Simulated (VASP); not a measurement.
Write the native input for VASP 6.6.1 that does the following.

```
Task                   : single point
Functional             : PBEsol
Potentials or basis    : VASP PAW PBE potentials, release 64 (W_sv, S)
Cutoff                 : 350 eV
k mesh                 : 3 × 3 × 2
Occupations            : gaussian, width 0.03 eV
Spin                   : collinear spin, ferromagnetic start
Starting moments       : [0.0, 0.0, 0.0, 0.0, 0.0, 0.0, 0.0, 0.0, 0.0, 0.0, 0.0, 0.17, 0.17, 0.17, 0.0, 0.0, 0.0, 0.0, 0.0, 0.17, 0.17, 0.17, 0.0] μB
Fixed moment           : 1 μB
Dq                     : 1
Further INCAR settings : LREAL = Auto; ALGO = Normal; EDIFF = 1e-05; NBANDS = 118; ISYM = 0; NELECT = 193.0
```

The structure of W7S16 (a cell with a defect) lies in POSCAR:

```
W7S16                                   
1.0
    6.3064000000      0.0000000000      0.0000000000
   -3.1532000000      5.4615026064      0.0000000000
    0.0000000000      0.0000000000     12.3230000000
  W               S             
     7    16
Direct
     0.1762879858524634    0.8417233724295556    0.2503570074269316
     0.6610148309794804    0.3262084456973329    0.2498490029601064
     0.6626478859384269    0.8420955741098096    0.2504302019618024
     0.3338298712389805    0.1667799250549012    0.7501808067047553
     0.3336795708404619    0.6669877381883859    0.7502361671433865
     0.8335381547376572    0.1666529062645397    0.7501830443835512
     0.8336990662016541    0.6667707868095324    0.7502963319931901
     0.1671645858308744    0.3336178328013012    0.6235276423977725
     0.1671012394220916    0.8335603029407188    0.6232601311947971
     0.6671527798897572    0.3334820044393298    0.6232807543071109
     0.6668075440056913    0.8333878246169645    0.6232237269569757
     0.3314336542996583    0.1715916019036814    0.1255204195120719
     0.3350767306633306    0.6732504659542398    0.1237318032285625
     0.8333892391732600    0.1707611432669304    0.1246380626547437
     0.8335408028969763    0.6700899495506814    0.1263722411906339
     0.1670463947605046    0.3334582546965086    0.8769399837107660
     0.1671959796349103    0.8336829960436741    0.8772368181318309
     0.6672053055020097    0.3335256698178627    0.8772500615124256
     0.6668784713506845    0.8336246655860243    0.8772211476166606
     0.3337602390084241    0.1670323755472304    0.3768783070267687
     0.3295451775800919    0.6614994207520398    0.3731145019158668
     0.8301141091698016    0.1675248069767323    0.3766549830364740
     0.8330023810227993    0.6687819365520291    0.3742098530328084
```

These files were run (other wordings do the same):

INCAR

```
SYSTEM = W7S16
  ALGO = Normal
  EDIFF = 1E-5
  ENCUT = 350
  GGA = PS
  ISIF = 2
  ISMEAR = 0
  ISPIN = 2
  ISYM = 0
  KPAR = 4
  LASPH = .TRUE.
  LCHARG = .FALSE.
  LMAXMIX = 4
  LORBIT = 11
  LREAL = Auto
  LWAVE = .FALSE.
  MAGMOM = 0 0 0 0 0 0 0 0 0 0 0 0.17 0.17 0.17 0 0 0 0 0 0.17 0.17 0.17 0
  NBANDS = 118
  NELECT = 193.0
  NELM = 120
  NUPDOWN = 1
  PREC = Accurate
  SIGMA = 0.03
```

KPOINTS

```
k-points
0
G
  3 3 2
  0 0 0
```

Potentials or basis: VASP PAW PBE potentials, release 64 (W_sv, S).

Launch:

```sh
$ cat potpaw_PBE.64/W_sv/POTCAR potpaw_PBE.64/S/POTCAR > POTCAR
$ mpirun -np 4 vasp_std > vasp.out
```

It gave:

```
Largest force                                         : 0.337 eV/Å
Net moment                                            : 1.00 μB per cell
Site moments                                          : W +0.08, +0.05, +0.04; S +0.01, +0.00, +0.04 μB
Valence electrons inside the program's atomic spheres : W 12.02, 12.05, 12.04; S 3.68, 3.63, 3.62, 3.67
```

Caveat: the k mesh is coarse (spacing up to 0.38 Å⁻¹), so the values aren't converged; the PAW data sets were made with another functional, which shifts forces and pressure a little; the total moment is fixed, so each spin has its own Fermi level.

Wall time 3.2 min on 4 MPI ranks on Intel(R) Xeon(R) 6975P-C (Granite Rapids) (shared host), peak memory 0.67 GiB a rank.
